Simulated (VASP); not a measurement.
Runs of VASP 6.6.1 on As. The cell holds a sheet with vacuum, 2 atoms: a = 3.530 Å, b = 3.530 Å, c = 17.400 Å, α = 90.00°, β = 90.00°, γ = 120.00°. The cell was built by a generator and needn't be a form met in nature.

| task | level | spin | cell | k mesh | cutoff (eV) | grid for exact exchange (PRECFOCK) | dipole correction | screening parameter | gap on the mesh (eV) | largest force (eV/Å) |
| --- | --- | --- | --- | --- | --- | --- | --- | --- | --- | --- |
| work function | HSE06 | off | P-3m1, 93.88 Å³/atom | 6 × 6 × 1 | 520 | Fast | yes | 0.2 1/A | 2.10 | (a) |
| relaxation of cell and atoms | PBEsol+D4 | off | relaxed | 12 × 12 × 1 | 600 | - | no | - | 1.41 | - |
| work function | PBEsol | non-collinear, zero start, SOC | P-3m1, 93.88 Å³/atom | 12 × 12 × 1 | 520 | - | yes | - | - | 0.02 |
| work function | PBEsol | off | P-3m1, 93.88 Å³/atom | 12 × 12 × 1 | 520 | - | yes | - | 1.41 | 0.02 |

Alike in all rows: potentials or basis VASP PAW PBE potentials, release 64 (As); smearing gaussian 0.03 eV.

Question: Estimate the missing entries.

Answer: (a) 0.37.

Caveats: the PAW data sets were made with another functional, which shifts forces and pressure a little.

A k mesh can miss the band edges, and rows without SOC leave out spin-orbit coupling on As.
